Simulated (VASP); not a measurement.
Output of a VASP run:

OUTCAR:
```
 ion  position               nearest neighbor table
   1  0.198  0.198  0.000-   8 2.14   8 2.14   8 2.14   8 2.14   6 2.19   6 2.19   5 2.26   4 2.62
                             4 2.62   4 2.62   4 2.62   3 2.69   3 2.69
   2  0.948  0.448  0.500-   7 2.14   7 2.14   7 2.14   7 2.14   5 2.19   5 2.19   6 2.26   3 2.62
                             3 2.62   3 2.62   3 2.62   4 2.69   4 2.69
   3  0.552  0.052  0.500-   6 2.14   6 2.14   6 2.14   6 2.14   8 2.19   8 2.19   7 2.26   2 2.62
                             2 2.62   2 2.62   2 2.62   1 2.69   1 2.69
   4  0.802  0.802  0.000-   5 2.14   5 2.14   5 2.14   5 2.14   7 2.19   7 2.19   8 2.26   1 2.62
                             1 2.62   1 2.62   1 2.62   2 2.69   2 2.69
   5  0.342  0.342  0.000-   7 1.77   7 1.77   4 2.14   4 2.14   4 2.14   4 2.14   2 2.19   2 2.19
                             1 2.26
   6  0.092  0.592  0.500-   8 1.77   8 1.77   3 2.14   3 2.14   3 2.14   3 2.14   1 2.19   1 2.19
                             2 2.26
   7  0.408  0.908  0.500-   5 1.77   5 1.77   2 2.14   2 2.14   2 2.14   2 2.14   4 2.19   4 2.19
                             3 2.26
   8  0.658  0.658  0.000-   6 1.77   6 1.77   1 2.14   1 2.14   1 2.14   1 2.14   3 2.19   3 2.19
                             4 2.26
  LATTYP: Found a body centered tetragonal cell.
 ALAT       =     2.9004800000
 C/A-ratio  =     5.3794682259
 Subroutine PRICEL returns:
 Original cell was already a primitive cell.
 Subroutine GETGRP returns: Found 16 space group operations
The static configuration has the point symmetry D_2d.
 The point group associated with its full space group is D_4h.
The dynamic configuration has the point symmetry D_2d.
 Subroutine INISYM returns: Found 16 space group operations
 Subroutine IBZKPT returns following result:
 Found     40 irreducible k-points:

 Following reciprocal coordinates:
            Coordinates               Weight
  0.000000  0.000000  0.000000      1.000000
  0.142857  0.000000 -0.000000      8.000000
  0.285714 -0.000000  0.000000      8.000000
  0.428571 -0.000000  0.000000      8.000000
  0.142857  0.142857 -0.000000      8.000000
  0.285714  0.142857  0.000000     16.000000
  0.428571  0.142857  0.000000     16.000000
 -0.428571  0.142857  0.000000     16.000000
 -0.285714  0.142857 -0.000000     16.000000
 -0.142857  0.142857  0.000000      4.000000
  0.285714  0.285714  0.000000      8.000000
  0.428571  0.285714 -0.000000     16.000000
 -0.428571  0.285714  0.000000     16.000000
 -0.285714  0.285714  0.000000      4.000000
  0.428571  0.428571  0.000000      8.000000
 -0.428571  0.428571  0.000000      4.000000
  0.142857  0.142857  0.142857      8.000000
  0.285714  0.142857  0.142857     16.000000
 -0.142857  0.142857  0.142857      4.000000
  0.285714  0.285714  0.142857      8.000000
  0.428571  0.285714  0.142857      8.000000
 -0.285714  0.285714  0.142857      8.000000
 -0.142857  0.285714  0.142857      8.000000
 -0.428571  0.428571  0.142857      8.000000
 -0.285714  0.428571  0.142857     16.000000
 -0.142857  0.428571  0.142857      8.000000
 -0.428571 -0.428571  0.142857      8.000000
 -0.285714 -0.428571  0.142857     16.000000
 -0.142857 -0.428571  0.142857      8.000000
 -0.285714 -0.285714  0.142857      8.000000
 -0.142857 -0.285714  0.142857      8.000000
 -0.142857 -0.142857  0.142857      2.000000
 -0.285714  0.285714  0.285714      4.000000
 -0.428571  0.428571  0.285714      8.000000
 -0.285714  0.428571  0.285714      8.000000
 -0.428571 -0.428571  0.285714      8.000000
 -0.285714 -0.428571  0.285714      8.000000
 -0.285714 -0.285714  0.285714      2.000000
 -0.428571  0.428571  0.428571      4.000000
 -0.428571 -0.428571  0.428571      2.000000
   k-points           NKPTS =     40   k-points in BZ     NKDIM =     40   number of bands    NBANDS=     36
   number of dos      NEDOS =    301   number of ions     NIONS =      8
   total plane-waves  NPLWV = 157464
   dimension x,y,z NGX =    54 NGY =   54 NGZ =   54
   dimension x,y,z NGXF=   108 NGYF=  108 NGZF=  108
   ions per type =               4   4
   PREC   = accura    normal or accurate (medium, high low for compatibility)
   ISTART =      0    job   : 0-new  1-cont  2-samecut
...
```

File OSZICAR:
```
       N       E                     dE             d eps       ncg     rms          rms(c)
DAV:   1     0.653302742881E+03    0.65330E+03   -0.28642E+04  2920   0.166E+03
DAV:   2    -0.348139236674E+02   -0.68812E+03   -0.67290E+03  2920   0.536E+02
DAV:   3    -0.934878567755E+02   -0.58674E+02   -0.57275E+02  3692   0.157E+02
DAV:   4    -0.952958184286E+02   -0.18080E+01   -0.17826E+01  3620   0.264E+01
DAV:   5    -0.953381572146E+02   -0.42339E-01   -0.42160E-01  3952   0.386E+00    0.376E+01
DAV:   6    -0.819376658045E+02    0.13400E+02   -0.27716E+02  3492   0.111E+02    0.167E+01
DAV:   7    -0.771079234373E+02    0.48297E+01   -0.48595E+01  3480   0.514E+01    0.400E+00
DAV:   8    -0.770458234748E+02    0.62100E-01   -0.13360E+00  3512   0.697E+00    0.160E+00
DAV:   9    -0.770239971606E+02    0.21826E-01   -0.21199E-01  3832   0.220E+00    0.576E-01
DAV:  10    -0.770189228403E+02    0.50743E-02   -0.41584E-02  3672   0.156E+00    0.678E-02
DAV:  11    -0.770189905418E+02   -0.67701E-04   -0.11121E-03  3808   0.253E-01    0.338E-02
DAV:  12    -0.770189937812E+02   -0.32394E-05   -0.15151E-04  4100   0.798E-02    0.153E-02
DAV:  13    -0.770189916570E+02    0.21241E-05   -0.25722E-05  3592   0.336E-02    0.275E-03
DAV:  14    -0.770189916313E+02    0.25736E-07   -0.98161E-07  1836   0.974E-03
   1 F= -.77018992E+02 E0= -.77016519E+02  d E =-.494614E-02
```

File OUTCAR:
```
------------------------ aborting loop because EDIFF is reached ----------------------------------------
  FORCE on cell =-STRESS in cart. coord.  units (eV):
  Direction    XX          YY          ZZ          XY          YZ          ZX
  --------------------------------------------------------------------------------------
  Total       -4.4832627     -4.4832627     -4.8777211      0.0000000      0.0000000      0.0000000
  in kB     -109.4424463   -109.4424463   -119.0717041      0.0000000      0.0000000      0.0000000
  external PRESSURE =    -112.6521989 kB  Pullay stress =       0.0000000 kB
  volume of cell :       65.63
      direct lattice vectors                 reciprocal lattice vectors
    -1.450240000  1.450240000  7.801520000     0.000000000  0.344770521  0.064090075
     1.450240000 -1.450240000  7.801520000     0.344770521  0.000000000  0.064090075
     1.450240000  1.450240000 -7.801520000     0.344770521  0.344770521  0.000000000
 POSITION                                       TOTAL-FORCE (eV/Angst)
 -----------------------------------------------------------------------------------
      0.00000      0.00000      3.08269         0.000000     -0.000000     -0.055015
      0.00000      1.45024      6.98345        -0.000000      0.000000     -0.055015
      0.00000      1.45024      0.81807        -0.000000      0.000000      0.055015
      0.00000      0.00000     12.52035         0.000000     -0.000000      0.055015
      0.00000      0.00000      5.34045        -0.000000      0.000000      0.067436
      1.45024      0.00000      1.43969         0.000000     -0.000000      0.067436
      1.45024      0.00000      6.36183         0.000000     -0.000000     -0.067436
      0.00000      0.00000     10.26259        -0.000000      0.000000     -0.067436
 -----------------------------------------------------------------------------------
    total drift:                               -0.000000      0.000000      0.000000
  FREE ENERGIE OF THE ION-ELECTRON SYSTEM (eV)
  ---------------------------------------------------
  free  energy   TOTEN  =       -77.0189916313 eV

  energy  without entropy=      -77.0140454956  energy(sigma->0) =      -77.01651856
```
(Selected blocks of OUTCAR.)

File POSCAR:
```
CrB
1
   -1.4502400000     1.4502400000     7.8015200000
    1.4502400000    -1.4502400000     7.8015200000
    1.4502400000     1.4502400000    -7.8015200000
Cr B
4 4
Direct
  0.1975700000   0.1975700000   0.0000000000
  0.9475700000   0.4475700000   0.5000000000
  0.5524300000   0.0524300000   0.5000000000
  0.8024300000   0.8024300000   0.0000000000
  0.3422700000   0.3422700000   0.0000000000
  0.0922700000   0.5922700000   0.5000000000
  0.4077300000   0.9077300000   0.5000000000
  0.6577300000   0.6577300000   0.0000000000
```

Problem. Reconstruct the remaining input files.

Solution. One answer among several that fit: the input of the run itself, LDA (Ceperley-Alder, Perdew-Zunger), plane waves, VASP's LDA PAW potentials (set 64).

INCAR:
```
SYSTEM = CrB
PREC = Accurate
ENCUT = 400
EDIFF = 1E-6
NELM = 100
ALGO = Normal
LREAL = .FALSE.
LASPH = .TRUE.
ISMEAR = 0
SIGMA = 0.05
LMAXMIX = 4
LWAVE = .FALSE.
LCHARG = .FALSE.
ISIF = 2
```

**KPOINTS**
```
Regular mesh
0
Gamma
  7 7 7
```

POTCAR, in this order: Cr_pv B (LDA.64 set). Program: vasp_std.

At this cut-off the stress carries a Pulay error, which pulls relaxed volumes low.

The structure comes from a computed database's CrB entry; how it stands against other phases isn't given here. The cell was not relaxed at this level. The k-mesh is coarse (spacing up to 0.44 per Å, 2π included), so the numbers may not be converged in it. The run is one of a series of settings (GGA removed, POTCAR Cr_pv B (LDA.64 set) against the base run), some of them coarse on purpose. The run is not spin-polarised, so no magnetic state was tried.
